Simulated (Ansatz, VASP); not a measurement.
# Cross-check of W2SNO (W2NOS MXene monolayer) between VASP and Ansatz, part 2 of 2

Wanted: the spread between two codes on one cell, functional and k mesh. The cell is taken from a series of runs on this material, whose earlier steps may have relaxed, scaled, displaced or heated it; both programs get it as it stands.

VASP 6.6.1 and Ansatz 0.2.0.

So far: Set-up; VASP: single point, PBE with D3(BJ); Ansatz: single point, PBE with D3(BJ); Side by side.

## (5) VASP: single point, PBE, spin-orbit coupling

Level of this step: PBE, spin-orbit coupling, no spin polarisation; plane waves and PAW (S, W, N, O) (VASP).

A single point gives forces, pressure and levels at one fixed geometry, so differences don't come from the geometry; what else differs is listed under the comparison.

INCAR reads:

```
SYSTEM = W2SNO
PREC = Accurate
ENCUT = 520
EDIFF = 1E-06
NELM = 200
ISMEAR = -1
SIGMA = 0.02585
LREAL = .FALSE.
ALGO = Normal
GGA = PE
LNONCOLLINEAR = .TRUE.
MAGMOM = 0 0 0 0 0 0 0 0 0 0 0 0 0 0 0
NBANDS = 40
GGA_COMPAT = .FALSE.
LASPH = .TRUE.
LSORBIT = .TRUE.
LMAXMIX = 4
LORBIT = 11
LWAVE = .FALSE.
LCHARG = .FALSE.
ISIF = 2
LDIPOL = .TRUE.
IDIPOL = 3
DIPOL = 0.5 0.5 0.508
LVHAR = .TRUE.
NELMDL = -8
KPAR = 2
```

POSCAR reads:

```
W2SNO
1.0
    2.9242063355      0.0000000000      0.0000000000
   -1.4621031677      2.5324369724      0.0000000000
    0.0000000000      0.0000000000     23.7517166643
S W N O
1 2 1 1
Direct
    0.3333333333      0.6666666667      0.3789199799
    0.6666666666      0.3333333334      0.4493670637
    0.3333333333      0.6666666667      0.5707308791
    1.0000000000      0.0000000000      0.5144131450
    0.6666666666      0.3333333334      0.6210800201
```

KPOINTS reads:

```
Automatic mesh
0
Gamma
12 12 1
0 0 0
```

The projector-augmented-wave data sets are S, W, N and O (PBE family, release 64).

Launch:

```sh
> mpirun -np 2 vasp_ncl
```

Numbers of over 12 decimals in the logs are rounded to 6 here.

The program printed:

```text
[... set-up lines as in an earlier step ...]
 entering main loop
       N       E                     dE             d eps       ncg     rms          rms(c)
DAV:   1     0.235704509748E+03    0.23570E+03   -0.11868E+04  2528   0.117E+03
DAV:   2    -0.191225712694E+02   -0.25483E+03   -0.24439E+03  3504   0.291E+02
DAV:   3    -0.511941875637E+02   -0.32072E+02   -0.31298E+02  3072   0.108E+02
DAV:   4    -0.524784794198E+02   -0.12843E+01   -0.12564E+01  3432   0.229E+01
[...]
DAV:  30    -0.463873986483E+02   -0.11479E-05   -0.28476E-07  1680   0.426E-03    0.132E-03
DAV:  31    -0.463873997267E+02   -0.10783E-05   -0.14876E-07  1560   0.260E-03    0.279E-03
DAV:  32    -0.463874007028E+02   -0.97617E-06   -0.58071E-08  1528   0.227E-03
   1 F= -.46387401E+02 E0= -.46384948E+02  d E =-.490614E-02  mag=     0.0000    -0.0000     0.0000
```

Parts of OUTCAR (step 5):

```text
  Total        1.4831823      1.4831823      0.8048669      0.0000000      0.0000000      0.0000000
  in kB       13.5102522     13.5102522      7.3315027      0.0000000      0.0000000      0.0000000
  external PRESSURE =      11.4506690 kB  Pullay stress =       0.0000000 kB

 POSITION                                       TOTAL-FORCE (eV/Angst)
 -----------------------------------------------------------------------------------
     -0.00000      1.68829      9.00000         0.000000     -0.000000     -0.105727
      1.46210      0.84415     10.67324         0.000000     -0.000000     -0.047524
     -0.00000      1.68829     13.55584        -0.000000     -0.000000      0.127396
      0.00000      0.00000     12.21820         0.000000     -0.000000     -0.086745
      1.46210      0.84415     14.75172        -0.000000      0.000000      0.112600
 -----------------------------------------------------------------------------------
    total drift:                                0.000000     -0.000000     -0.000163

  FREE ENERGIE OF THE ION-ELECTRON SYSTEM (eV)
  ---------------------------------------------------
  free  energy   TOTEN  =       -46.3874007028 eV

  energy  without entropy=      -46.3824945593  energy(sigma->0) =      -46.38494763

 magnetization (x)
# of ion       s       p       d       tot
------------------------------------------
    1        0.000   0.000   0.000   0.000
    2        0.000  -0.000  -0.000  -0.000
    3        0.000   0.000   0.000   0.000
    4        0.000   0.000   0.000   0.000
    5        0.000   0.000   0.000   0.000
--------------------------------------------------
tot          0.000  -0.000  -0.000  -0.000

 magnetization (y)
# of ion       s       p       d       tot
------------------------------------------
    1        0.000   0.000   0.000   0.000
    2        0.000  -0.000  -0.000  -0.000
    3        0.000   0.000   0.000   0.000
    4        0.000   0.000   0.000   0.000
    5        0.000  -0.000   0.000  -0.000
--------------------------------------------------
tot          0.000  -0.000  -0.000  -0.000

 magnetization (z)
# of ion       s       p       d       tot
------------------------------------------
    1        0.000   0.000   0.000   0.000
    2        0.000   0.000   0.000   0.000
    3        0.000   0.000  -0.000  -0.000
    4        0.000   0.000   0.000   0.000
    5        0.000   0.000   0.000   0.000
--------------------------------------------------
tot          0.000   0.000  -0.000  -0.000

[... 1 part as in an earlier step ...]

[... 2 further parts left out ...]
[key lines of the parts left out:]
E-fermi :  -0.9558
```

## (6) Ansatz: single point, PBE, spin-orbit coupling

The same cell, functional, mesh and smearing now go to Ansatz, which takes its cutoff from its data sets.

The cell is taken from a series of runs on this material, whose earlier steps may have relaxed, scaled, displaced or heated it; both programs get it as it stands.

input.yaml reads:

```yaml
crystal:
  lattice:
    - [2.9242063355, 0.0, 0.0]
    - [-1.4621031677, 2.5324369724, 0.0]
    - [0.0, 0.0, 23.7517166643]
  atoms:
    - { symbol: S, position: [0.3333333333, 0.6666666667, 0.3789199799] }
    - { symbol: W, position: [0.6666666667, 0.3333333333, 0.4493670637] }
    - { symbol: "N", position: [0.0, 0.0, 0.514413145] }
    - { symbol: W, position: [0.3333333333, 0.6666666667, 0.5707308791] }
    - { symbol: O, position: [0.6666666667, 0.3333333333, 0.6210800201] }
kpoints:
  mp_grid: { grid: [12, 12, 1] }
  band_path: { path: [[0, 0, 0], [0.12, 0, 0]], npoints: 24 }
hamiltonian:
  xc: pbe
  pseudopotentials: { kind: paw_fr, azcp: { folder: soft_1 } }
magnetization:
  noncollinear: true
  spin_orbit: true
scf:
  occupations: { method: fermi_dirac, width: 0.02585 }
  convergence: { dr2_threshold: 1.0e-09 }
efield:
  axis: 3
  dipole_correction: true
  ramp_position: 0.97
  ramp_width: 0.06
  amplitude: 0
output:
  write_potential: true
  write_density: true
  volumetric_format: npy
```

Launch:

```sh
> ansatz run input.yaml --threads 4 --pin off --max-ram 6144MiB --backend cpu --events-out ev --progress --plain --runs-dir out
```

The program printed:

```text
[...]
non-collinear run that drives no moment, with spin-orbit: no starting moment large enough to seed its density (crystal.atoms[].spin), no starting occupations that ask for one, no magnetisation constraint and no magnetic field, so the semilocal B_xc is pinned to zero
Crystal: 5 atoms, lattice volume = 175.890 Å³
[...]
k-point 1: bands = [... 41 lower, 0.3385, 1.5199, 1.5676, 1.8174, 1.8541, 2.0925, 2.1662, 2.3214, ... 7 higher]
  k-point 2: bands = [... 41 lower, 0.2601, 1.2805, 1.3264, 1.7953, 1.8583, 2.0696, 2.1000, 2.7749, ... 7 higher]
  k-point 18: bands = [... 41 lower, 1.6902, 2.0812, 2.1897, 2.8752, 2.9196, 2.9432, 3.0122, 3.2711, ... 7 higher]
[key lines of the parts left out:]
SCF converged after 10 iterations
Magnetization: |M| = 0.0000 μB,  M = (+0.0000, +0.0000, +0.0000) μB
Free energy (F): -22674.696837 eV
Fermi energy:    2.121370 eV
Dipole field:    D = -0.051505 V/Å  (p = -0.050064 e·Å, saw-weighted, corrected)
Work function:   Φ+ = 6.1379 eV   Φ− = 4.9146 eV
```

## (7) Side by side

What differs besides the data sets and the points named for the pairs above, as far as they apply: spin-orbit coupling enters by fully relativistic files in Ansatz and inside the spheres in VASP; the data sets hold 45 valence electrons in Ansatz (on its PAW fully relativistic soft_1 files) and 29 in VASP. Total energies have different zeros and are not compared.

The two programs side by side:

```tsv
quantity	Ansatz	VASP	difference
work function, lower of the two faces (eV)	4.91	4.89	+0.03
work function, higher of the two faces (eV)	6.14	6.24	-0.10
```

With vacuum in the cell, a pressure given here is an average over mostly empty space and none of the material.

## (8) Outcome

```json
{
  "difference in work function, higher of the two faces (single point, PBE with D3(BJ))": "-0.095 eV",
  "difference in work function, higher of the two faces (single point, PBE, spin-orbit coupling)": "-0.10 eV"
}
```

**Reading.** The difference in work function, higher of the two faces is -0.095 eV (single point, PBE with D3(BJ)). The data sets hold unlike numbers of valence electrons (45 in Ansatz and 29 in VASP), so part of the differences comes from the potentials. Such differences can come from data sets, numerical settings and the points named under the comparisons, not from the functional's error against experiment.

[Lines on the potential files, build, host, timing and source positions are cut from VASP's logs without a mark.]

[Logs are printed without paths, hosts, clocks, repeated set-up lines and the standing remarks that a program may print on its own settings, such as how far it seeks lower states.]

[Hosts, paths, dates, database ids (printed as entryN), source tags and the programs' standing remarks are cut or masked in the printed files.]
